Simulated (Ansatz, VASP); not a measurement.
# MnCrSb: VASP beside Ansatz

```
CELL_PARAMETERS angstrom
4.54508 0.00000 0.00000
-2.27254 3.93616 0.00000
0.00000 0.00000 5.53827
ATOMIC_POSITIONS crystal
Sb 0.33333 0.66667 0.25000
Sb 0.66667 0.33333 0.75000
Mn 0.00000 0.00000 0.50000
Mn 0.00000 0.00000 0.00000
Cr 0.33333 0.66667 0.75000
Cr 0.66667 0.33333 0.25000
```

The cell comes from a database or a generator and needn't be the stable form of this composition.

Alike in both runs: task single point; functional PBE; k mesh 7 × 7 × 5; occupations fermi-dirac, width 0.05 eV; collinear spin, ferromagnetic start.

|  | VASP | Ansatz |
| --- | --- | --- |
| version | VASP 6.6.1 | Ansatz 0.2.0 |
| potentials or method | VASP PAW PBE potentials, release 64 (Sb, Mn_pv, Cr_pv) | Ansatz PAW |
| plane-wave cutoff (eV) | 520 | 420 |
| valence electrons in the cell | 60 | 88 |

```csv
,VASP,Ansatz,Ansatz less VASP
gap on the k mesh at the Fermi level (eV),none,none,-
pressure (GPa),-1.1,1.6,+2.67
largest component of the traceless stress (GPa),0.19,2.57,+2.379
net moment per atom (μB),1.95,0.14,-1.818
size of the moment on the site where the two differ most (μB),3.12,3.31,+0.196
```

The net moments differ so much that the two runs ended in different magnetic states, which moves the other rows too. Site moments also hang on the region over which each program counts them. A gap of «none» marks a metal or a gap that the smearing closes. The two sets of potentials don't hold the same shells in valence.

Caveats: only a ferromagnetic start was run, and an antiferromagnetic order may lie lower in energy (VASP); the starting moments weren't kept (Ansatz). Spin-orbit coupling is left out, which matters for the levels of Sb.
